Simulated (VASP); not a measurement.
## MgS (relaxed from the 4H structure, space group P6_3mc): computed properties

Computed with r2SCAN meta-GGA, VASP's PBE PAW potentials (set 64) (plane waves; VASP).

```
Property                                                                                                             Value
---------------------------------------------  ---------------------------------------------------------------------------
space group                                                                                                   P6_3mc (186)
cell                                           a = 4.004 Å, b = 4.004 Å, c = 13.016 Å, α = 90.00°, β = 90.00°, γ = 120.00°
volume per atom                                                                                              22.59 Å³/atom
band gap (over mesh and band path)                                                                                 4.17 eV
smallest direct gap (over mesh and band path)                                                                      4.17 eV
band-edge character                                                                                         direct, Γ to Γ
density                                                                                                         2.07 g/cm³
mean ε∞ (independent particles)                                                                                       4.00
```

```cif
data_Mg4S4
_chemical_formula_sum 'Mg4 S4'
_space_group_name_H-M_alt 'P63mc'
_space_group_IT_number 186
_space_group_name_Hall 'P 6c -2c'
_cell_length_a 4.00400
_cell_length_b 4.00400
_cell_length_c 13.01563
_cell_angle_alpha 90.000
_cell_angle_beta 90.000
_cell_angle_gamma 120.000
loop_
_atom_site_label
_atom_site_type_symbol
_atom_site_symmetry_multiplicity
_atom_site_Wyckoff_symbol
_atom_site_fract_x
_atom_site_fract_y
_atom_site_fract_z
_atom_site_occupancy
Mg1 Mg 2 a 0.00000 0.00000 0.00083 1
Mg2 Mg 2 b 0.33333 0.66667 0.25017 1
S1 S 2 a 0.00000 0.00000 0.31241 1
S2 S 2 b 0.33333 0.66667 0.06223 1
```

The structure was generated: MgS was put into the 4H type (P6_3mc), which need not be its known phase. It was relaxed first. Symmetry was kept, so distortions that lower it aren't found.
